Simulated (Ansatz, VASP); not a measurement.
Sn2TeO3 in VASP and in Ansatz

```xyz
6
Lattice="5.8882 0.0000 0.0000 -2.9441 5.0994 0.0000 0.0000 0.0000 3.1047" Properties=species:S:1:pos:R:3 pbc="T T T"
Sn    0.0000    3.3996    0.0000
Sn    2.9441    1.6998    0.0000
Te    0.0000    0.0000    0.0000
O     2.9441    0.0000    1.5523
O     1.4721    2.5497    1.5523
O    -1.4721    2.5497    1.5523
```

Change from the starting cell: species swapped into the GdCo3B2 type (P6/mmm, No. 191).

Alike in both runs: functional PBE; k mesh 6 × 6 × 12; occupations gaussian, width 0.1 eV; no spin polarisation.

Ansatz relaxed the structure, and its values are those at the end. VASP's run is a single point on that final structure, the one shown.

|  | VASP | Ansatz |
| --- | --- | --- |
| version | VASP 6.6.1 | Ansatz 0.2.0 |
| potentials or method | VASP PAW PBE potentials, release 64 (Sn_d, Te, O) | scalar-relativistic, plane waves, PAW |
| plane-wave cutoff (eV) | 520 | 420 |
| valence electrons in the cell | 52 | 62 |

VASP gave:

| Quantity | Value |
| --- | --- |
| gap on the k mesh at the Fermi level (eV) | none |
| pressure (GPa) | 0.1 |

Task: What did Ansatz give for the same quantities?

Result: gap on the k mesh at the Fermi level (eV): none; pressure (GPa): 0.0.

A gap of «none» marks a metal or a gap that the smearing closes. The two sets of potentials don't hold the same shells in valence.

Spin-orbit coupling is left out, which matters for the levels of Te.
